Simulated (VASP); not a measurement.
Calculation: PBE GGA, VASP's PBE PAW potentials (set 64) (plane waves; VASP).

A VASP calculation is set up with these files.

**KPOINTS**
```
k-points along high-symmetry lines
15
Line-mode
Reciprocal
  0.000000   0.000000   0.000000 ! GAMMA
 -0.500000  -0.500000   0.000000 ! X

 -0.500000  -0.500000   0.000000 ! X
 -0.375000  -0.375000   0.250000 ! U

 -0.375000  -0.000000   0.375000 ! K
  0.000000   0.000000   0.000000 ! GAMMA

  0.000000   0.000000   0.000000 ! GAMMA
 -0.000000  -0.000000   0.500000 ! L

 -0.000000  -0.000000   0.500000 ! L
 -0.500000  -0.250000   0.250000 ! W

 -0.500000  -0.250000   0.250000 ! W
 -0.500000  -0.500000   0.000000 ! X
```

**INCAR**
```
SYSTEM = AlN
PREC = Accurate
ENCUT = 520
EDIFF = 1E-6
NELM = 100
ALGO = Normal
LREAL = .FALSE.
LASPH = .TRUE.
ISMEAR = 0
SIGMA = 0.05
GGA = PE
LWAVE = .FALSE.
LCHARG = .FALSE.
ICHARG = 11
```

**POSCAR**
```
AlN
1
   -0.0000000000     2.2005493169     2.2005493169
    2.2005493169    -0.0000000000     2.2005493169
    2.2005493169     2.2005493169     0.0000000000
Al N
1 1
Direct
  0.0000000000   0.0000000000   0.0000000000
  0.2500000000   0.2500000000   0.2500000000
```

POTCAR, in this order: Al N (PBE.64 set). Program: vasp_std. Read from the step before: CHGCAR.

Output

OSZICAR:
```
       N       E                     dE             d eps       ncg     rms          rms(c)
DAV:   1     0.110700348024E+02    0.11070E+02   -0.39097E+03  1456   0.821E+02
DAV:   2    -0.133738028085E+02   -0.24444E+02   -0.23004E+02  2000   0.127E+02
DAV:   3    -0.138358773268E+02   -0.46207E+00   -0.46207E+00  1656   0.227E+01
DAV:   4    -0.138376853345E+02   -0.18080E-02   -0.18080E-02  2184   0.133E+00
DAV:   5    -0.138376899865E+02   -0.46520E-05   -0.46520E-05  1696   0.507E-02
DAV:   6    -0.138376900497E+02   -0.63249E-07   -0.63250E-07  2096   0.465E-03
   1 F= -.13837690E+02 E0= -.13837690E+02  d E =-.112229E-18
```

**OUTCAR**
```
 val. band max:        5.7580292672   @ k =   0.0000   0.0000   0.0000

 cond. band min:       9.0639464684   @ k =  -0.5000  -0.5000   0.0000



 k-point     1 :       0.0000    0.0000    0.0000
  band No.  band energies     occupation
      1      -9.0924      2.00000
      2       5.7580      2.00000
      3       5.7580      2.00000
      4       5.7580      2.00000
      5       9.7549      0.00000
      6      18.0957      0.00000
      7      18.0957      0.00000
      8      18.0957      0.00000

 k-point     2 :      -0.0357   -0.0357    0.0000
  band No.  band energies     occupation
      1      -9.0680      2.00000
      2       5.6341      2.00000
      3       5.7308      2.00000
      4       5.7308      2.00000
      5       9.8909      0.00000
      6      18.0071      0.00000
      7      18.1322      0.00000
      8      18.1322      0.00000

 k-point     3 :      -0.0714   -0.0714    0.0000
  band No.  band energies     occupation
      1      -8.9951      2.00000
      2       5.3081      2.00000
      3       5.6515      2.00000
      4       5.6515      2.00000
      5      10.2474      0.00000
      6      17.7597      0.00000
      7      18.2392      0.00000
      8      18.2392      0.00000

 k-point     4 :      -0.1071   -0.1071    0.0000
  band No.  band energies     occupation
      1      -8.8751      2.00000
      2       4.8655      2.00000
      3       5.5272      2.00000
      4       5.5272      2.00000
      5      10.7198      0.00000
      6      17.3985      0.00000
      7      18.4101      0.00000
      8      18.4101      0.00000

 k-point     5 :      -0.1429   -0.1429    0.0000
  band No.  band energies     occupation
      1      -8.7107      2.00000
      2       4.3716      2.00000
      3       5.3677      2.00000
      4       5.3677      2.00000
      5      11.2028      0.00000
      6      16.9779      0.00000
      7      18.6355      0.00000
      8      18.6358      0.00000
...
```

The density is held fixed in this step, so its total energy and stress have no physical meaning.

The compound is AlN in the zinc blende structure, a metastable form; wurtzite is the usual one. It was relaxed first.
